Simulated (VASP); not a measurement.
Computed with PBEsol GGA, VASP's PBE PAW potentials (set 64) (plane waves; VASP).

VASP input:

File POSCAR:
```
BP
1
    0.0000000000     2.2207340112     2.2207340112
    2.2207340112    -0.0000000000     2.2207340112
    2.2207340112     2.2207340112    -0.0000000000
B P
1 1
Direct
  0.0000000000   0.0000000000   0.0000000000
  0.2500000000   0.2500000000   0.2500000000
```

INCAR:
```
SYSTEM=BP
PREC=Accurate; ENCUT=620; LREAL=.FALSE.
LASPH=.TRUE.
EDIFF=1E-6; NELM=100; ALGO=Normal
ISMEAR=0; SIGMA=0.05
GGA=PS
IBRION=2; NSW=40; ISIF=3
EDIFFG=-0.02; PSTRESS=100
LWAVE=.FALSE.; LCHARG=.FALSE.
```

**KPOINTS**
```
Automatic mesh
0
Gamma
10 10 10
0 0 0
```

POTCAR, in this order: B P (PBE.64 set). Program: vasp_std.

### Question
What will the output report for the number of irreducible k-points (NKPTS), largest plane-wave count, number of space-group operations, FFT grid (NGX, NGY, NGZ)?

### Answer

- number of irreducible k-points (NKPTS): 47
- largest plane-wave count: 785
- number of space-group operations: 24
- FFT grid (NGX, NGY, NGZ): 28 × 28 × 28

The compound is BP in the zinc blende structure. It was relaxed first under an external pressure of 10 GPa.
